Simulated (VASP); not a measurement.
AgRh under changes of volume

One of the cells (15.020 Å³/atom); the others are scaled copies at fixed shape and fractional positions:

```
Ag Rh
1.0
     2.72508    0.00000    0.00000
    -1.36254    2.35999    0.00000
     0.00000    0.00000    4.67088
Ag Rh
1 1
Direct
  0.00000 0.00000 0.50000
  0.66667 0.33333 0.00000
```

The cell comes from a database or a generator and needn't be the stable form of this composition.

- Program: VASP 6.6.1
- Functional: PBEsol
- Potentials or basis: VASP PAW PBE potentials, release 64 (Ag, Rh_pv)
- Cutoff: 520 eV
- k mesh: 10 × 10 × 6
- Occupations: fermi-dirac, width 0.05 eV
- Spin: no spin polarisation

```csv
volume (Å³/atom),energy over the lowest point (meV/atom),pressure (GPa)
14.419,?,?
14.719,3.84,4.1
15.020,0.00,0.0
15.320,3.26,-3.5
15.620,12.76,-6.7
```

Task: What does the run at 14.419 Å³/atom give?

Result: Energy over the lowest point 15.76 meV/atom; pressure 8.7 GPa.

Worked out: A Birch-Murnaghan fit of order 2 (a polynomial in V^(-2/3)) to the other rows has its minimum at 15.03 Å³/atom with B0 = V·E''(V) = 186 GPa at fixed shape and positions, which overstates the stiffness. It gives 15.37 meV/atom at 14.419 Å³/atom, against the run's 15.76, and -dE/dV = 8.4 GPa, against 8.7.

Energies are extrapolated to zero smearing.

Caveats: the PAW data sets were made with another functional, which shifts forces and pressure a little.
